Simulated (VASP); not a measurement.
All values below come from r2SCAN meta-GGA, VASP's PBE PAW potentials (set 64) (plane waves; VASP).

VASP input:

POSCAR:
```
NaI(100) slab
1
    4.5587691966     0.0000000000     0.0000000000
    0.0000000000     4.5587691966     0.0000000000
    0.0000000000     0.0000000000    27.8409924220
Na I
4 4
Direct
  0.0000000000   0.5000000000   0.3304735234
  0.5000000000   0.0000000000   0.4409463093
  0.0000000000   0.5000000000   0.5590536907
  0.5000000000   0.0000000000   0.6695264766
  0.0000000000   0.5000000000   0.4430555066
  0.5000000000   0.0000000000   0.3239067032
  0.0000000000   0.5000000000   0.6760932968
  0.5000000000   0.0000000000   0.5569444934
```

INCAR:
```
SYSTEM = NaI(100) slab
PREC = Normal; ENCUT = 400; LREAL = .FALSE.
LASPH = .TRUE.
EDIFF = 1E-6; NELM = 100; NELMIN = 4
ALGO = Normal; LMAXMIX = 4; LMIXTAU = .TRUE.
ISMEAR = 0; SIGMA = 0.05
METAGGA = R2SCAN
LWAVE = .FALSE.; LCHARG = .FALSE.; LORBIT = 11
LVHAR = .TRUE.
DIPOL = 0.5 0.5 0.5
LDIPOL = .TRUE.; IDIPOL = 3
```

**KPOINTS**
```
Automatic mesh
0
Gamma
5 5 1
0 0 0
```

POTCAR, in this order: Na_pv I (PBE.64 set). Program: vasp_std. Read from the step before: WAVECAR.

The resulting files:

**OUTCAR**
```
 ion  position               nearest neighbor table
   1  0.000  0.500  0.330-   5 3.13
   2  0.500  0.000  0.441-
   3  0.000  0.500  0.559-
   4  0.500  0.000  0.670-   8 3.13
   5  0.000  0.500  0.443-   1 3.13
   6  0.500  0.000  0.324-
   7  0.000  0.500  0.676-
   8  0.500  0.000  0.557-   4 3.13
  LATTYP: Found a simple tetragonal cell.
 ALAT       =     4.5587691966
 C/A-ratio  =     6.1071291880
 Subroutine PRICEL returns:
 Original cell was already a primitive cell.
 Subroutine GETGRP returns: Found 16 space group operations
The static configuration has the point symmetry D_2d.
 The point group associated with its full space group is D_4h.
The dynamic configuration has the point symmetry D_2d.
 Subroutine INISYM returns: Found 16 space group operations
 Subroutine IBZKPT returns following result:
 Found      6 irreducible k-points:

 Following reciprocal coordinates:
            Coordinates               Weight
  0.000000  0.000000  0.000000      1.000000
  0.200000  0.000000  0.000000      4.000000
  0.400000  0.000000  0.000000      4.000000
  0.200000  0.200000  0.000000      4.000000
  0.400000  0.200000  0.000000      8.000000
  0.400000  0.400000  0.000000      4.000000
   k-points           NKPTS =      6   k-points in BZ     NKDIM =      6   number of bands    NBANDS=     33
   number of dos      NEDOS =    301   number of ions     NIONS =      8
   total plane-waves  NPLWV =  80640
   dimension x,y,z NGX =    24 NGY =   24 NGZ =  140
   dimension x,y,z NGXF=    48 NGYF=   48 NGZF=  280
   ions per type =               4   4
   PREC   = normal    normal or accurate (medium, high low for compatibility)
   ISTART =      1    job   : 0-new  1-cont  2-samecut
   ICHARG =      0    charge: 1-file 2-atom 10-const
   ISPIN  =      1    spin polarized calculation?
   LNONCOLLINEAR =      F non collinear calculations
   LSORBIT =      F    spin-orbit coupling
   INIWAV =      1    electr: 0-lowe 1-rand  2-diag
   ENCUT  =  400.0 eV  29.40 Ry    5.42 a.u.   7.43  7.43 45.40*2*pi/ulx,y,z
   NELM   =    100;   NELMIN=  4; NELMDL=  0     # of ELM steps
   EDIFF  = 0.1E-05   stopping-criterion for ELM
   LREAL  =      F    real-space projection
   NLSPLINE    = F    spline interpolate recip. space projectors
   LMAXMIX     =    4 max onsite mixed and CHGCAR
   VOSKOWN=      0    Vosko Wilk Nusair interpolation
   EDIFFG = 0.1E-04   stopping-criterion for IOM
   NSW    =      0    number of steps for IOM
   NBLOCK =      1;   KBLOCK =      1    inner block; outer block
   IBRION =     -1    ionic relax: 0-MD 1-quasi-New 2-CG
   NFREE  =      0    steps in history (QN), initial steepest desc. (CG)
   ISIF   =      2    stress and relaxation
   ISYM   =      2    0-nonsym 1-usesym 2-fastsym
   TEIN   =    0.0    initial temperature
   TEBEG  =    0.0;   TEEND  =   0.0 temperature during run
   SMASS  =  -3.00    Nose mass-parameter (am)
   PSTRESS=    0.0 pullay stress
   NELECT =      56.0000    total number of electrons
   EFERMI =   0.00;   METHOD = LEGACY
   ISMEAR =     0;   SIGMA  =   0.05  broadening in eV -4-tet -1-fermi 0-gaus
   IALGO  =     38    algorithm
   LDIAG  =      T    sub-space diagonalisation (order eigenvalues)
   IMIX   =      4    mixing-type and parameters
     AMIX     =   0.40;   BMIX     =  1.00
     AMIX_MAG =   1.60;   BMIX_MAG =  1.00
     AMIN     =   0.10
   METAGGA = R2SCAN    functional components
   VOSKOWN =     0    Vosko Wilk Nusair interpolation
   LHFCALC =     F    Hartree Fock is set to
   LHFONE  =     F    Hartree Fock one center treatment
   AEXX    =    0.0000 exact exchange contribution
...
```

### OSZICAR
```
       N       E                     dE             d eps       ncg     rms          rms(c)
DAV:   1    -0.124037840415E+03   -0.12404E+03   -0.72737E-06   408   0.205E-02    0.241E-03
DAV:   2    -0.124037839179E+03    0.12361E-05   -0.17252E-06   302   0.781E-03    0.269E-03
DAV:   3    -0.124037842589E+03   -0.34095E-05   -0.82609E-07   276   0.756E-03    0.259E-03
DAV:   4    -0.124037848900E+03   -0.63115E-05   -0.92603E-07   276   0.790E-03    0.138E-03
DAV:   5    -0.124037839017E+03    0.98837E-05   -0.33558E-07   252   0.490E-03    0.430E-04
DAV:   6    -0.124037827328E+03    0.11688E-04   -0.77455E-07   252   0.780E-03    0.639E-04
DAV:   7    -0.124037845969E+03   -0.18641E-04   -0.49575E-07   252   0.658E-03    0.439E-04
DAV:   8    -0.124037840847E+03    0.51229E-05   -0.43404E-07   260   0.533E-03    0.255E-04
DAV:   9    -0.124037845509E+03   -0.46620E-05   -0.66506E-07   276   0.666E-03    0.888E-04
DAV:  10    -0.124037841400E+03    0.41086E-05   -0.28125E-07   252   0.518E-03    0.445E-04
DAV:  11    -0.124037842796E+03   -0.13964E-05   -0.15076E-07   252   0.372E-03    0.233E-04
DAV:  12    -0.124037842105E+03    0.69163E-06   -0.82403E-07   276   0.689E-03
   1 F= -.12403784E+03 E0= -.12403784E+03  d E =-.339493E-18
```

### OUTCAR
```
------------------------ aborting loop because EDIFF is reached ----------------------------------------
  FORCE on cell =-STRESS in cart. coord.  units (eV):
  Direction    XX          YY          ZZ          XY          YZ          ZX
  --------------------------------------------------------------------------------------
  Total       -1.0689937     -1.0689937     -0.1740350      0.0000000      0.0000000      0.0000000
  in kB       -2.9600962     -2.9600962     -0.4819114      0.0000000      0.0000000      0.0000000
  external PRESSURE =      -2.1340346 kB  Pullay stress =       0.0000000 kB
  volume of cell :      578.60
      direct lattice vectors                 reciprocal lattice vectors
     4.558769197  0.000000000  0.000000000     0.219357453  0.000000000  0.000000000
     0.000000000  4.558769197  0.000000000     0.000000000  0.219357453  0.000000000
     0.000000000  0.000000000 27.840992422     0.000000000  0.000000000  0.035918260
 POSITION                                       TOTAL-FORCE (eV/Angst)
 -----------------------------------------------------------------------------------
      0.00000      2.27938      9.20071         0.000000     -0.000000      0.009322
      2.27938      0.00000     12.27638         0.000000     -0.000000      0.002742
      0.00000      2.27938     15.56461         0.000000     -0.000000     -0.002742
      2.27938      0.00000     18.64028        -0.000000     -0.000000     -0.009322
      0.00000      2.27938     12.33511         0.000000     -0.000000      0.019576
      2.27938      0.00000      9.01788        -0.000000      0.000000      0.008322
      0.00000      2.27938     18.82311         0.000000     -0.000000     -0.008322
      2.27938      0.00000     15.50589        -0.000000     -0.000000     -0.019576
 -----------------------------------------------------------------------------------
    total drift:                                0.000000      0.000000      0.000000
  FREE ENERGIE OF THE ION-ELECTRON SYSTEM (eV)
  ---------------------------------------------------
  free  energy   TOTEN  =      -124.0378421047 eV

  energy  without entropy=     -124.0378421047  energy(sigma->0) =     -124.03784210

 total charge

# of ion       s       p       d       tot
------------------------------------------
    1        0.032   5.972   0.000   6.004
    2        0.034   5.974   0.000   6.007
    3        0.034   5.974   0.000   6.007
    4        0.032   5.972   0.000   6.004
    5        1.492   2.904   0.003   4.398
    6        1.491   2.891   0.002   4.384
    7        1.491   2.891   0.002   4.384
    8        1.492   2.904   0.003   4.398
--------------------------------------------------
tot          6.099  35.480   0.009  41.587
```
(Selected blocks of OUTCAR.)

The cell is a thin slab with vacuum, built from NaI (rock salt): (100) face.
